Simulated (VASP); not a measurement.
OSZICAR of a VASP run on SiO₂ (space group P4_2/mnm):

File OSZICAR:
```
       N       E                     dE             d eps       ncg     rms          rms(c)
DAV:   1     0.137727585176E+03    0.13773E+03   -0.16006E+04   976   0.126E+03
DAV:   2    -0.452682463999E+02   -0.18300E+03   -0.17837E+03  1240   0.296E+02
DAV:   3    -0.504872237684E+02   -0.52190E+01   -0.52075E+01  1152   0.541E+01
DAV:   4    -0.505243722981E+02   -0.37149E-01   -0.37094E-01  1140   0.512E+00
DAV:   5    -0.505247714458E+02   -0.39915E-03   -0.39908E-03  1128   0.498E-01    0.192E+01
DAV:   6    -0.457745267665E+02    0.47502E+01   -0.17125E+01  1072   0.297E+01    0.904E+00
DAV:   7    -0.457560448224E+02    0.18482E-01   -0.75195E-01  1132   0.600E+00    0.323E+00
DAV:   8    -0.457682999788E+02   -0.12255E-01   -0.26873E-02  1092   0.150E+00    0.109E+00
DAV:   9    -0.457734957604E+02   -0.51958E-02   -0.82612E-03  1132   0.909E-01    0.275E-01
DAV:  10    -0.457736853452E+02   -0.18958E-03   -0.29823E-04  1132   0.155E-01    0.394E-02
DAV:  11    -0.457736872208E+02   -0.18755E-05   -0.45279E-05  1120   0.521E-02    0.813E-03
DAV:  12    -0.457736883997E+02   -0.11789E-05   -0.39507E-06  1064   0.178E-02    0.221E-03
DAV:  13    -0.457736886272E+02   -0.22754E-06   -0.49438E-07   632   0.623E-03
   1 F= -.45773689E+02 E0= -.45773689E+02  d E =-.325680E-24
```

Question: Which electronic solver shows in the log?

Answer: It is blocked Davidson (ALGO = Normal, or the opening steps of other solvers). The INCAR had ALGO = Normal.

Question: Can the final energy be trusted as converged?

Answer: Self-consistency was reached. It stopped with EDIFF = 1E-6, NELM = 100 (PBE GGA, plane waves, VASP's PBE PAW potentials (set 64)).

The structure comes from a computed database's SiO2 entry; how it stands against other phases isn't given here. The cell was not relaxed at this level, and its volume differs by -5.9 % from the start's.
